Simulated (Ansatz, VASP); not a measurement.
Given: the input of a run of Ansatz 0.2.0 on NbCu. Atoms were shifted at random by some hundredths of an Å from the given cell, which wasn't relaxed again for these runs. The cell comes from a database or a generator and needn't be the stable form of this composition.

input.yaml

```yaml
crystal:
  lattice:
    - [0.0, 2.56221, 2.56221]
    - [2.56221, 0.0, 2.56221]
    - [2.56221, 2.56221, 0.0]
  atoms:
    - { symbol: Nb, position: [-0.004312, -0.00536, 0.003848] }
    - { symbol: Cu, position: [0.493934, 0.48823, 0.502731] }
hamiltonian:
  xc: pbe
  pseudopotentials: { kind: paw }
kpoints:
  mp_grid: { grid: [9, 9, 9] }
scf:
  occupations: { method: fermi_dirac, width: 0.05 }
output:
  forces: true
  stress: true
  eigenvalues: true
```

Potentials or basis: Ansatz PAW.

Run with:

```sh
$ ansatz run input.yaml --threads 1 --pin off --max-ram 3584MiB --backend cpu --events-out ev --progress --plain --runs-dir out
```

Set up the same calculation for VASP 6.6.1. Potentials or basis there: PBE PAW files Cu, Nb_sv, 520 eV.

As run (cutoffs and basis follow the program's own potentials, and thresholds, step limits or extra output files can differ):

INCAR

```
SYSTEM = NbCu
  PREC = Accurate
  ENCUT = 520
  EDIFF = 1E-7
  ISMEAR = -1
  SIGMA = 0.05
  LREAL = .FALSE.
  LASPH = .TRUE.
  NELM = 80
  ALGO = Normal
  ISIF = 2
  LWAVE = .FALSE.
  LCHARG = .FALSE.
  GGA = PE
  NBANDS = 19
```

File KPOINTS:

```
Automatic mesh
0
G
  9 9 9
  0 0 0
```

Contents of POSCAR:

```
NbCu
1.0
    0.0000000000      2.5622100000      2.5622100000
    2.5622100000      0.0000000000      2.5622100000
    2.5622100000      2.5622100000      0.0000000000
Nb Cu
1 1
Direct
   -0.0043120000     -0.0053600000      0.0038480000
    0.4939340000      0.4882300000      0.5027310000
```

Potentials or basis: VASP PAW PBE potentials, release 64 (Nb_sv, Cu).

Launch:

```console
$ cat potpaw_PBE.64/Nb_sv/POTCAR potpaw_PBE.64/Cu/POTCAR > POTCAR
$ mpirun -np 1 vasp_std > vasp.out
```

Both were run:

|  | Ansatz | VASP |
| --- | --- | --- |
| Pressure | 0.0 GPa | 0.0 GPa |
| Largest force | 0.155 eV/Å | 0.154 eV/Å |

Ansatz's pressure holds a Pulay term of +0.04 GPa for its cutoff of 420 eV, which the other run lacks.

The potentials hold 32 and 24 valence electrons a cell.

Where Ansatz's input types no cutoff or centring, it takes its own default and a Γ-centred mesh.

Pressure is positive in compression.
